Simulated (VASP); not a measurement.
Crystal: Au.

```
Au
1.0
     0.00000    2.03500    2.03500
     2.03500    0.00000    2.03500
     2.03500    2.03500    0.00000
Au
1
Cartesian
  0.0000 0.0000 0.0000
```

```yaml
Program: VASP 6.6.1
Task: relaxation of cell and atoms
Functional: r2SCAN
Potentials_or_basis: VASP PAW PBE potentials, release 64 (Au)
Cutoff: 600 eV
k_mesh: 18 × 18 × 18
Occupations: methfessel-paxton, width 0.1 eV
Spin: no spin polarisation
```

At the start: pressure 7.4 GPa; volume 16.85 Å³/atom.

How do energy, volume and symmetry change on relaxing?

Over 3 steps the energy falls by 15.8 meV/atom and the volume is 17.59 Å³/atom (+4.3 %); space group Fm-3m (No. 225, to 0.05 Å).

The path:
```
step  energy change (eV)  largest force (eV/Å)  pressure (GPa)  volume (Å³)
   1              0.0000                0.0000            7.39        16.85
   2              0.0212                0.0000           -8.69        18.82
   3             -0.0158                0.0000           -0.05        17.59
```

Final structure:
```cif
data_structure
_symmetry_space_group_name_H-M 'P 1'
_symmetry_Int_Tables_number 1
_cell_length_a 2.9190
_cell_length_b 2.9190
_cell_length_c 2.9190
_cell_angle_alpha 60.000
_cell_angle_beta 60.000
_cell_angle_gamma 60.000
_cell_volume 17.59
loop_
_atom_site_label
_atom_site_type_symbol
_atom_site_fract_x
_atom_site_fract_y
_atom_site_fract_z
_atom_site_occupancy
Au1 Au 0.00000 0.00000 0.00000 1
```

Caveat: the PAW data sets were made with another functional, which shifts forces and pressure a little.
